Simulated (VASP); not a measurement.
All values below come from PBEsol GGA, VASP's PBE PAW potentials (set 64) (plane waves; VASP 6.6.1).

VASP input:

### INCAR
```
ALGO=Normal
EDIFF=1E-7
ENCUT=400
GGA=PS
ICHARG=11
ISMEAR=0
LASPH=.True.
LCHARG=.False.
LMAXMIX=6
LORBIT=11
LREAL=.False.
LWAVE=.False.
NELM=100
PREC=Accurate
SIGMA=0.05
SYSTEM=WSe2
```

**KPOINTS**
```
k-points along high-symmetry lines
10
Line-mode
Reciprocal
  0.000000   0.000000   0.000000 ! GAMMA
  0.500000   0.000000   0.000000 ! M

  0.500000   0.000000   0.000000 ! M
  0.333333   0.333333   0.000000 ! K

  0.333333   0.333333   0.000000 ! K
  0.000000   0.000000   0.000000 ! GAMMA

  0.000000   0.000000   0.000000 ! GAMMA
  0.000000   0.000000   0.500000 ! A

  0.000000   0.000000   0.500000 ! A
  0.500000   0.000000   0.500000 ! L

  0.500000   0.000000   0.500000 ! L
  0.333333   0.333333   0.500000 ! H

  0.333333   0.333333   0.500000 ! H
  0.000000   0.000000   0.500000 ! A

  0.500000   0.000000   0.500000 ! L
  0.500000   0.000000   0.000000 ! M

  0.333333   0.333333   0.500000 ! H
  0.333333   0.333333   0.000000 ! K
```

File POSCAR:
```
WSe2
3.272190
  1.0000000106   0.0000000000   0.0000000000
 -0.5000000053   0.8660253168   0.0000000000
  0.0000000000   0.0000000000   5.1149919338
W Se
1 2
Cartesian
  0.0000000000   0.0000000000   0.0000000000
 -0.0000005000   0.5773504999   0.5119144187
 -0.0000005000   0.5773504999   4.6030775151
```

POTCAR, in this order: W_sv Se (PBE.64 set). Program: vasp_std. Read from the step before: CHGCAR.

The run wrote:

OSZICAR:
```
       N       E                     dE             d eps       ncg     rms          rms(c)
DAV:   1     0.147837988061E+03    0.14784E+03   -0.11051E+04  3780   0.107E+03
DAV:   2    -0.116157308077E+02   -0.15945E+03   -0.15644E+03  4111   0.257E+02
DAV:   3    -0.224630486887E+02   -0.10847E+02   -0.10622E+02  4201   0.640E+01
DAV:   4    -0.226610575797E+02   -0.19801E+00   -0.19734E+00  4042   0.885E+00
DAV:   5    -0.226648049871E+02   -0.37474E-02   -0.37412E-02  4110   0.132E+00
DAV:   6    -0.226649188295E+02   -0.11384E-03   -0.11376E-03  4295   0.229E-01
DAV:   7    -0.226649235426E+02   -0.47131E-05   -0.47124E-05  4227   0.439E-02
DAV:   8    -0.226649237500E+02   -0.20737E-06   -0.20742E-06  4118   0.878E-03
DAV:   9    -0.226649237606E+02   -0.10640E-07   -0.10626E-07  3660   0.204E-03
   1 F= -.22664924E+02 E0= -.22664924E+02  d E =-.430479E-17
```

### OUTCAR
```
 val. band max:       -0.8416824447   @ k =   0.3333   0.3333   0.0000

 cond. band min:       0.8423740584   @ k =   0.1852   0.1852   0.0000



 k-point     1 :       0.0000    0.0000    0.0000
  band No.  band energies     occupation
      1     -74.7939      2.00000
      2     -39.0564      2.00000
      3     -38.9066      2.00000
      4     -38.9066      2.00000
      5     -15.7290      2.00000
      6     -14.4372      2.00000
      7      -7.1487      2.00000
      8      -3.1737      2.00000
      9      -3.1737      2.00000
     10      -3.0927      2.00000
     11      -2.0122      2.00000
     12      -2.0122      2.00000
     13      -1.2585      2.00000
     14       2.2126      0.00000
     15       2.2126      0.00000
     16       2.4011      0.00000
     17       2.4014      0.00000

 k-point     2 :       0.0556    0.0000    0.0000
  band No.  band energies     occupation
      1     -74.7935      2.00000
      2     -39.0549      2.00000
      3     -38.9142      2.00000
      4     -38.9083      2.00000
      5     -15.6808      2.00000
      6     -14.4129      2.00000
      7      -7.0867      2.00000
      8      -3.3221      2.00000
      9      -3.2030      2.00000
     10      -3.1263      2.00000
     11      -2.0968      2.00000
     12      -1.9898      2.00000
     13      -1.2673      2.00000
     14       2.0804      0.00000
     15       2.1477      0.00000
     16       2.2994      0.00000
     17       2.3348      0.00000

 k-point     3 :       0.1111    0.0000    0.0000
  band No.  band energies     occupation
      1     -74.7926      2.00000
      2     -39.0508      2.00000
      3     -38.9361      2.00000
      4     -38.9134      2.00000
      5     -15.5387      2.00000
      6     -14.3415      2.00000
      7      -6.9065      2.00000
      8      -3.7207      2.00000
      9      -3.4784      2.00000
     10      -2.9889      2.00000
     11      -2.3207      2.00000
     12      -2.0040      2.00000
...
```

The density is held fixed in this step, so its total energy and stress have no physical meaning. The cell holds a wide vacuum, so values per volume refer to the whole cell. Unless said otherwise, spin-orbit coupling is left out, though it shifts the bands of the heavy elements here.

The cell is a sheet with vacuum, built from a database entry that may be metastable or hypothetical.
